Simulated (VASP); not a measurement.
Output of a VASP run:

OSZICAR:
```
       N       E                     dE             d eps       ncg     rms          rms(c)
DAV:   1     0.479125744525E+02    0.47913E+02   -0.33008E+03   560   0.810E+02
DAV:   2     0.181661341441E+01   -0.46096E+02   -0.44712E+02   632   0.141E+02
DAV:   3    -0.814177750716E+00   -0.26308E+01   -0.26305E+01   704   0.402E+01
DAV:   4    -0.935266474612E+00   -0.12109E+00   -0.12093E+00   928   0.667E+00
DAV:   5    -0.935982182556E+00   -0.71571E-03   -0.71572E-03   792   0.413E-01    0.117E+00
DAV:   6    -0.936673436399E+00   -0.69125E-03   -0.16957E-03   912   0.283E-01    0.703E-01
DAV:   7    -0.937679640378E+00   -0.10062E-02   -0.32799E-03   704   0.397E-01    0.439E-02
DAV:   8    -0.937800775221E+00   -0.12113E-03   -0.12377E-04   848   0.106E-01    0.161E-02
DAV:   9    -0.937809243170E+00   -0.84679E-05   -0.70898E-06   872   0.235E-02    0.458E-03
DAV:  10    -0.937808866390E+00    0.37678E-06   -0.27728E-06   912   0.108E-02    0.976E-04
DAV:  11    -0.937808899420E+00   -0.33030E-07   -0.57208E-08   712   0.190E-03
   1 F= -.93780890E+00 E0= -.93751723E+00  d E =-.875011E-03
```

### OUTCAR
```
------------------------ aborting loop because EDIFF is reached ----------------------------------------
  FORCE on cell =-STRESS in cart. coord.  units (eV):
  Direction    XX          YY          ZZ          XY          YZ          ZX
  --------------------------------------------------------------------------------------
  Total       -0.0525596     -0.0525596     -0.0525596      0.0000000      0.0000000     -0.0000000
  in kB       -0.8949202     -0.8949202     -0.8949202      0.0000000      0.0000000     -0.0000000
  external PRESSURE =      -0.8949202 kB  Pullay stress =       0.0000000 kB
  volume of cell :       94.10
      direct lattice vectors                 reciprocal lattice vectors
    -2.865318230  2.865318230  2.865318230     0.000000000  0.174500687  0.174500687
     2.865318230 -2.865318230  2.865318230     0.174500687  0.000000000  0.174500687
     2.865318230  2.865318230 -2.865318230     0.174500687  0.174500687  0.000000000
 POSITION                                       TOTAL-FORCE (eV/Angst)
 -----------------------------------------------------------------------------------
      0.00000      0.00000      0.00000        -0.000000     -0.000000      0.000000
 -----------------------------------------------------------------------------------
    total drift:                               -0.000000     -0.000000     -0.000000
  FREE ENERGIE OF THE ION-ELECTRON SYSTEM (eV)
  ---------------------------------------------------
  free  energy   TOTEN  =        -0.9378088994 eV

  energy  without entropy=       -0.9369338883  energy(sigma->0) =       -0.93751723
```
(Selected blocks of OUTCAR.)

### POSCAR
```
Rb
1
   -2.8653182296     2.8653182296     2.8653182296
    2.8653182296    -2.8653182296     2.8653182296
    2.8653182296     2.8653182296    -2.8653182296
Rb
1
Direct
  0.0000000000   0.0000000000   0.0000000000
```

Question: Write an INCAR and KPOINTS that could have produced this output.

Answer: One answer among several that fit: the input of the run itself, PBE GGA, plane waves, VASP's PBE PAW potentials (set 64).

### INCAR
```
ALGO  =  Normal
EDIFF  =  1E-7
ENCUT  =  520
GGA  =  PE
ISIF  =  2
ISMEAR  =  1
LASPH  =  .TRUE.
LCHARG  =  .FALSE.
LMAXMIX  =  4
LREAL  =  .FALSE.
LWAVE  =  .FALSE.
NELM  =  100
PREC  =  Accurate
SIGMA  =  0.1
SYSTEM  =  Rb
```

KPOINTS:
```
Automatic mesh
0
Gamma
9 9 9
0 0 0
```

POTCAR, in this order: Rb_sv (PBE.64 set). Program: vasp_std.

The compound is Rb in the bcc structure. This cell is one point of a volume scan, at 1.03 of the reference volume.
